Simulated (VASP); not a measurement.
# Nd2SO2: O into a neighbouring O vacancy

How hard is this move in Nd2SO2: O into a neighbouring O vacancy? Both ends are relaxed first, then a band of images between them. The start is a cell from a database of measured crystal structures.

Calculated with VASP 6.6.1; PBEsol, 4f electrons in the core; plane waves and PAW (Nd_3, S, O).

### 1. The host crystal

It takes space group P-3m1 (No. 164, trigonal). Conventional cell: a = 3.946 Å, b = 3.946 Å, c = 6.790 Å, α = 90.00°, β = 90.00°, γ = 120.00°. Nearest to Nd lie 4 O at 2.33 to 2.38 Å and 3 S at 3.01 Å. Nearest to S lie 6 Nd at 3.01 Å. O has 4 Nd at 2.33 to 2.38 Å nearest. Farther neighbours and most contacts between anions are not listed.

### 2. Relax the host

First cell and atoms are relaxed at a raised cutoff, so that later runs start from this functional's own cell.

The input, INCAR:

```
SYSTEM = Nd2SO2
PREC = Accurate
ENCUT = 520
EDIFF = 1E-06
NELM = 120
ISMEAR = 0
SIGMA = 0.1
LREAL = .FALSE.
ALGO = Normal
GGA = PS
NBANDS = 26
LORBIT = 11
LWAVE = .FALSE.
LCHARG = .FALSE.
KPAR = 3
IBRION = 2
NSW = 40
ISIF = 3
EDIFFG = -0.02
POTIM = 0.4
```

The input, POSCAR:

```
Nd2SO2
1.0
    3.9460000000      0.0000000000      0.0000000000
   -1.9730000000      3.4173362433      0.0000000000
    0.0000000000      0.0000000000      6.7900000000
Nd S O
2 1 2
Direct
    0.6666666667      0.3333333333      0.7100000000
    0.3333333333      0.6666666667      0.2900000000
    0.0000000000      0.0000000000      0.0000000000
    0.6666666667      0.3333333333      0.3600000000
    0.3333333333      0.6666666667      0.6400000000
```

The input, KPOINTS:

```
Automatic mesh
0
Gamma
6 6 3
0 0 0
```

The projector-augmented-wave data sets are Nd_3, S and O (PBE family, release 64).

Launch:

```
$ mpirun -np 3 vasp_std
```

Output:

```text
[banner, memory and clock lines left out]
running    3 mpi-ranks, on    1 nodes
 distrk:  each k-point on    1 cores,    3 groups
 distr:  one band on    1 cores,    1 groups

 POSCAR found type information on POSCAR NdS O
 POSCAR found :  3 types and       5 ions
|                                                                             |
|               ----> ADVICE to this user running VASP <----                  |
|                                                                             |
|     You enforced a specific xc type in the INCAR file but a different       |
|     [... a line on the potential file left out ...]
|     I HOPE YOU KNOW WHAT YOU ARE DOING!                                     |
|                                                                             |

 LDA part: xc-table for (Slater+PW92), standard interpolation
 POSCAR, INCAR and KPOINTS ok, starting setup
 FFT: planning ... GRIDC
 FFT: planning ... GRID_SOFT
 FFT: planning ... GRID
 WAVECAR not read
 entering main loop
       N       E                     dE             d eps       ncg     rms          rms(c)
DAV:   1     0.314018537137E+03    0.31402E+03   -0.20348E+04   884   0.146E+03
DAV:   2    -0.209160905094E+02   -0.33493E+03   -0.32843E+03  1048   0.356E+02
DAV:   3    -0.442735654773E+02   -0.23357E+02   -0.23273E+02  1252   0.909E+01
DAV:   4    -0.453160969238E+02   -0.10425E+01   -0.10414E+01  1448   0.155E+01
DAV:   5    -0.453354138629E+02   -0.19317E-01   -0.19316E-01  1254   0.176E+00    0.153E+01
DAV:   6    -0.407519289348E+02    0.45835E+01   -0.25511E+01   990   0.293E+01    0.819E+00
DAV:   7    -0.406934007597E+02    0.58528E-01   -0.26756E+00  1198   0.983E+00    0.455E+00
DAV:   8    -0.406436281843E+02    0.49773E-01   -0.53755E-01  1036   0.451E+00    0.123E+00
DAV:   9    -0.406238845741E+02    0.19744E-01   -0.15014E-01  1214   0.239E+00    0.341E-01
DAV:  10    -0.406252893608E+02   -0.14048E-02   -0.17342E-02  1102   0.814E-01    0.141E-01
DAV:  11    -0.406256737979E+02   -0.38444E-03   -0.10673E-03  1190   0.180E-01    0.884E-02
DAV:  12    -0.406257435121E+02   -0.69714E-04   -0.79848E-04  1256   0.208E-01    0.279E-02
DAV:  13    -0.406257369935E+02    0.65186E-05   -0.96474E-05  1200   0.663E-02    0.132E-02
DAV:  14    -0.406257377265E+02   -0.73303E-06   -0.13756E-05  1124   0.204E-02    0.507E-03
DAV:  15    -0.406257373787E+02    0.34782E-06   -0.86371E-07   820   0.685E-03
   1 F= -.40625737E+02 E0= -.40625737E+02  d E =-.406257E+02
 curvature:   0.00 expect dE= 0.000E+00 dE for cont linesearch  0.000E+00
 trial: gam= 0.00000 g(F)=  0.243E+00 g(S)=  0.495E-02 ort = 0.000E+00 (trialstep = 0.100E+01)
 search vector abs. value=  0.248E+00
 bond charge predicted
       N       E                     dE             d eps       ncg     rms          rms(c)
DAV:   1    -0.407235389958E+02   -0.97801E-01   -0.21630E+01   884   0.330E+01    0.148E+00
DAV:   2    -0.407736776201E+02   -0.50139E-01   -0.95248E-01  1096   0.615E+00    0.718E-01
DAV:   3    -0.407741277952E+02   -0.45018E-03   -0.47612E-02  1402   0.101E+00    0.336E-01
DAV:   4    -0.407733168271E+02    0.81097E-03   -0.28917E-03  1140   0.378E-01    0.128E-01
DAV:   5    -0.407733365691E+02   -0.19742E-04   -0.70258E-04  1296   0.163E-01    0.550E-02
DAV:   6    -0.407733348256E+02    0.17435E-05   -0.86078E-05  1166   0.530E-02    0.242E-02
DAV:   7    -0.407733347111E+02    0.11454E-06   -0.22246E-05  1152   0.327E-02    0.541E-03
DAV:   8    -0.407733350617E+02   -0.35060E-06   -0.34131E-06  1076   0.114E-02
   2 F= -.40773335E+02 E0= -.40773335E+02  d E =-.147598E+00
[...]
3 F= -.40779192E+02 E0= -.40779192E+02  d E =-.153455E+00
[...]
4 F= -.40788156E+02 E0= -.40788156E+02  d E =-.896417E-02
[...]
5 F= -.40790650E+02 E0= -.40790650E+02  d E =-.114574E-01
[...]
6 F= -.40792850E+02 E0= -.40792850E+02  d E =-.220018E-02
[...]
7 F= -.40794354E+02 E0= -.40794354E+02  d E =-.370404E-02
 curvature:  -1.47 expect dE=-0.297E-03 dE for cont linesearch -0.177E-06
 trial: gam= 0.06716 g(F)=  0.546E-04 g(S)=  0.147E-03 ort =-0.189E-04 (trialstep = 0.133E+01)
 search vector abs. value=  0.212E-03
 bond charge predicted
       N       E                     dE             d eps       ncg     rms          rms(c)
DAV:   1    -0.407949757864E+02   -0.62204E-03   -0.34780E-02   884   0.128E+00    0.139E-01
DAV:   2    -0.407946348518E+02    0.34093E-03   -0.13827E-03  1196   0.246E-01    0.685E-02
DAV:   3    -0.407944930021E+02    0.14185E-03   -0.22866E-04  1180   0.116E-01    0.227E-02
DAV:   4    -0.407944812927E+02    0.11709E-04   -0.83695E-05  1484   0.522E-02    0.132E-02
DAV:   5    -0.407944808335E+02    0.45924E-06   -0.51451E-06  1060   0.164E-02
   8 F= -.40794481E+02 E0= -.40794481E+02  d E =-.127239E-03
 trial-energy change:   -0.000127  1 .order   -0.000136   -0.000266   -0.000005
 step:   1.3625(harm=  1.3559)  dis= 0.00109  next Energy=   -40.794481 (dE=-0.127E-03)
 reached required accuracy - stopping structural energy minimisation
```

The job ended after 94 s (3 MPI ranks of Intel Xeon Platinum 8259CL at 2.50GHz (Skylake/Cascade Lake), shared host; peak memory 0.7 GiB; 4.6 min of CPU time).

The logs omit lines about the potential files and the build; timing stands in the text.

OUTCAR, selected parts (step 2):

```text
ion  position               nearest neighbor table
   1  0.667  0.333  0.710-   5 2.33   5 2.33   5 2.33   4 2.38   3 3.01   3 3.01   3 3.01   2 3.65
                             2 3.65   2 3.65
   2  0.333  0.667  0.290-   4 2.33   4 2.33   4 2.33   5 2.38   3 3.01   3 3.01   3 3.01   1 3.65
                             1 3.65   1 3.65
   3  0.000  0.000  0.000-   1 3.01   2 3.01   2 3.01   1 3.01   1 3.01   2 3.01
   4  0.667  0.333  0.360-   2 2.33   2 2.33   2 2.33   1 2.38
   5  0.333  0.667  0.640-   1 2.33   1 2.33   1 2.33   2 2.38

  LATTYP: Found a hexagonal cell.
 ALAT       =     3.9460000000
 C/A-ratio  =     1.7207298530

 Subroutine GETGRP returns: Found 12 space group operations
 (whereof 12 operations were pure point group operations)

The static configuration has the point symmetry D_3d.

 Found     17 irreducible k-points:

   k-points           NKPTS =     17   k-points in BZ     NKDIM =     17   number of bands    NBANDS=     26

   dimension x,y,z NGX =    30 NGY =   30 NGZ =   50
   dimension x,y,z NGXF=    60 NGYF=   60 NGZF=  100

   ENCUT  =  520.0 eV  38.22 Ry    6.18 a.u.   7.34  7.34 12.62*2*pi/ulx,y,z

   NELECT =      40.0000    total number of electrons

 k-points in reciprocal lattice and weights: Automatic mesh
   0.00000000  0.00000000  0.00000000       0.009
   0.16666667  0.00000000  0.00000000       0.056
   0.33333333  0.00000000  0.00000000       0.056
   0.50000000  0.00000000  0.00000000       0.028
   0.16666667  0.16666667  0.00000000       0.056
   0.33333333  0.16666667  0.00000000       0.111
   0.33333333  0.33333333  0.00000000       0.019
   0.00000000  0.00000000  0.33333333       0.019
   0.16666667  0.00000000  0.33333333       0.056
[...]
-0.16666667  0.50000000  0.33333333       0.111
   0.33333333  0.33333333  0.33333333       0.037

 average (electrostatic) potential at core
       1 -34.6546       2 -34.6546       3 -86.5216       4 -70.6417       5 -70.6417

 E-fermi :   3.3554

 k-point     1 :       0.0000    0.0000    0.0000
  band No.  band energies     occupation
    ...
     16       0.0577      2.00000
     17       0.2680      2.00000
     18       2.6330      2.00000
     19       2.7774      2.00000
     20       2.7774      2.00000
     21       6.1601      0.00000
     22       7.0247      0.00000
     23       7.0247      0.00000
     24       7.6425      0.00000
     25       8.8719      0.00000
    ...

 k-point     2 :       0.1667    0.0000    0.0000
  band No.  band energies     occupation
    ...
     16       0.3748      2.00000
     17       0.9455      2.00000
     18       1.9778      2.00000
     19       2.4903      2.00000
     20       2.5577      2.00000
     21       6.5015      0.00000
     22       7.2187      0.00000
     23       7.5451      0.00000
     24       8.4833      0.00000
     25       8.5737      0.00000
    ...

 k-point     3 :       0.3333    0.0000    0.0000
  band No.  band energies     occupation
    ...
     16       0.9990      2.00000
     17       1.0867      2.00000
     18       1.3451      2.00000
     19       2.1243      2.00000
     20       2.2839      2.00000
     21       6.4108      0.00000
     22       7.9102      0.00000
     23       8.1876      0.00000
     24       8.4648      0.00000
     25       8.6915      0.00000
    ...

  Total       -0.0635055     -0.0635055     -0.0125524      0.0000000      0.0000000      0.0000000
  in kB       -1.1227743     -1.1227743     -0.2219251      0.0000000      0.0000000      0.0000000
  external PRESSURE =      -0.8224912 kB  Pullay stress =       0.0000000 kB

  energy-cutoff  :      520.00
  volume of cell :       90.62
      direct lattice vectors                 reciprocal lattice vectors
     3.936168156 -0.000000000 -0.000000000     0.254054187  0.146678253 -0.000000000
    -1.968084078  3.408821617  0.000000000     0.000000000  0.293356506  0.000000000
     0.000000000 -0.000000000  6.753856901     0.000000000 -0.000000000  0.148063546

 POSITION                                       TOTAL-FORCE (eV/Angst)
 -----------------------------------------------------------------------------------
      1.96808      1.13627      4.86328        -0.000000      0.000000     -0.006805
     -0.00000      2.27255      1.89058         0.000000     -0.000000      0.006805
      3.93617     -0.00000     -0.00000        -0.000000     -0.000000      0.000000
      1.96808      1.13627      2.50130        -0.000000      0.000000     -0.002630
     -0.00000      2.27255      4.25256         0.000000     -0.000000      0.002630
 -----------------------------------------------------------------------------------
    total drift:                               -0.000000      0.000000      0.000000

  FREE ENERGIE OF THE ION-ELECTRON SYSTEM (eV)
  ---------------------------------------------------
  free  energy   TOTEN  =       -40.7944808335 eV

  energy  without entropy=      -40.7944808335  energy(sigma->0) =      -40.79448083

 reached required accuracy - stopping structural energy minimisation

 total charge
# of ion       s       p       d       tot
------------------------------------------
    1        2.090   5.892   0.829   8.811
    2        2.090   5.892   0.829   8.811
    3        1.311   2.461   0.000   3.773
    4        1.559   3.451   0.000   5.010
    5        1.559   3.451   0.000   5.010
--------------------------------------------------
tot          8.609  21.148   1.658  31.415

[... 3 further parts left out ...]
```

CONTCAR:

```
Nd2SO2
   1.00000000000000
     3.9361681562719215   -0.0000000000000000   -0.0000000000000000
    -1.9680840781359608    3.4088216168657008    0.0000000000000000
     0.0000000000000000   -0.0000000000000000    6.7538569009827576
  Nd              S               O
     2     1     2
Direct
     0.6666666667000030    0.3333333332999970    0.7200737477841250
     0.3333333332999970    0.6666666667000030    0.2799262522158750
     1.0000000000000000    0.0000000000000000    0.0000000000000000
     0.6666666667000030    0.3333333332999970    0.3703514950504795
     0.3333333332999970    0.6666666667000030    0.6296485049495205
```

The data set Nd_3 holds the 4f electrons frozen in the core, so no f bands or f moments appear. The gap is read on the k-mesh alone, so it is an upper bound where the band edges lie off the mesh. The PAW data sets were made with PBE, which is usual practice but a small mismatch for other functionals. The run keeps the 12 symmetry operations of its start, so it cannot find a distortion of lower symmetry.

Step by step:

| step | energy less that of the first step (eV) | largest force (eV/Å) | pressure (GPa) | volume (Å³) |
| --- | --- | --- | --- | --- |
| 1 | 0.0000 | 1.5398 | 0.15 | 91.56 |
| 2 | -0.1476 | 0.3770 | -1.50 | 91.74 |
| 3 | -0.1535 | 0.2506 | -1.83 | 91.79 |
| 4 | -0.1624 | 0.0828 | 1.27 | 89.50 |
| 5 | -0.1649 | 0.1377 | 0.25 | 90.21 |
| 6 | -0.1671 | 0.0872 | 0.16 | 90.33 |
| 7 | -0.1686 | 0.0263 | 0.04 | 90.54 |
| 8 | -0.1687 | 0.0068 | -0.08 | 90.62 |

| conventional cell, symmetrised | before | after | change |
| --- | --- | --- | --- |
| a (Å) | 3.946 | 3.936 | -0.2 % |
| b (Å) | 3.946 | 3.936 | -0.2 % |
| c (Å) | 6.790 | 6.754 | -0.5 % |
| volume (Å³/atom) | 18.31 | 18.12 | -1.0 % |

The atoms that moved most (Å, as changes of fractional coordinates times the final cell):

| atom | dx | dy | dz | length |
| --- | --- | --- | --- | --- |
| O4 | 0.000 | 0.000 | 0.070 | 0.070 |
| O5 | 0.000 | 0.000 | -0.070 | 0.070 |
| Nd2 | 0.000 | 0.000 | -0.068 | 0.068 |
| Nd1 | 0.000 | 0.000 | 0.068 | 0.068 |

The relaxed structure:

```cif
data_structure
_symmetry_space_group_name_H-M 'P 1'
_symmetry_Int_Tables_number 1
_cell_length_a 3.9362
_cell_length_b 3.9362
_cell_length_c 6.7539
_cell_angle_alpha 90.000
_cell_angle_beta 90.000
_cell_angle_gamma 120.000
_cell_volume 90.62
loop_
_atom_site_label
_atom_site_type_symbol
_atom_site_fract_x
_atom_site_fract_y
_atom_site_fract_z
_atom_site_occupancy
Nd1 Nd 0.66667 0.33333 0.72007 1
Nd2 Nd 0.33333 0.66667 0.27993 1
S3 S 0.00000 0.00000 0.00000 1
O4 O 0.66667 0.33333 0.37035 1
O5 O 0.33333 0.66667 0.62965 1
```

A gap read on the k-mesh alone can miss the band edges.

Numbers from this step:

```
electronic cycles                               : 66
electrons                                       : 40
free energy (TOTEN)                             : -40.79 eV
Fermi energy                                    : 3.355 eV
labelled metallic, from the levels on this mesh : no
gap on the k-mesh                               : 2.794 eV
least direct gap on the k-mesh                  : 3.383 eV
```

The run ended after 8 ionic steps, 0.169 eV below its first step, once forces and stress met EDIFFG = -0.02.

[end of part 1 of 4]

[Lines on the potential files, build, host, timing and source positions are cut from VASP's logs without a mark.]

[Logs are printed without paths, hosts, clocks, repeated set-up lines and the standing remarks that a program may print on its own settings, such as how far it seeks lower states.]

[Hosts, paths, dates, database ids (printed as entryN), source tags and the programs' standing remarks are cut or masked in the printed files.]

[Runs that stopped without an error message from VASP are left out.]
